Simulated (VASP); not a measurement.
Here is the system:

```yaml
crystal:
  lattice:
    - [5.95906, 0.00000, 0.00000]
    - [0.00000, 5.95906, 0.00000]
    - [0.00000, 0.00000, 3.83767]
  atoms:
    - { symbol: Ge, position: [0.99781, 0.99682, 0.00044] }
    - { symbol: Ge, position: [0.50169, 0.50013, 0.50096] }
    - { symbol: Cl, position: [0.30633, 0.30858, 0.99993] }
    - { symbol: Cl, position: [0.80858, 0.20129, 0.50093] }
    - { symbol: Cl, position: [0.19306, 0.80556, 0.49650] }
    - { symbol: Cl, position: [0.69253, 0.68763, 0.00124] }
```

Calculation: PBE GGA, VASP's PBE PAW potentials (set 64) (plane waves; VASP 6.6.1). Numerical set-up: 300 eV cut-off, 2×2×3 Γ-centred mesh, Fermi-Dirac smearing of 0.14 eV, potentials Ge_d Cl.

At this cut-off the stress carries a Pulay error, which pulls relaxed volumes low.

Predict the energy per atom (σ→0), pressure, largest force.

```
Quantity                       Result
---------------------  --------------
energy per atom (σ→0)  -3346 meV/atom
pressure                     9.52 GPa
largest force              0.968 eV/Å
```

The structure was generated: GeCl2 was put into an ordered model structure, which need not be its known phase. The cell was not relaxed at this level, atoms are displaced from their ideal sites. The k-mesh is coarse (spacing up to 0.55 per Å, 2π included), so the numbers may not be converged in it.
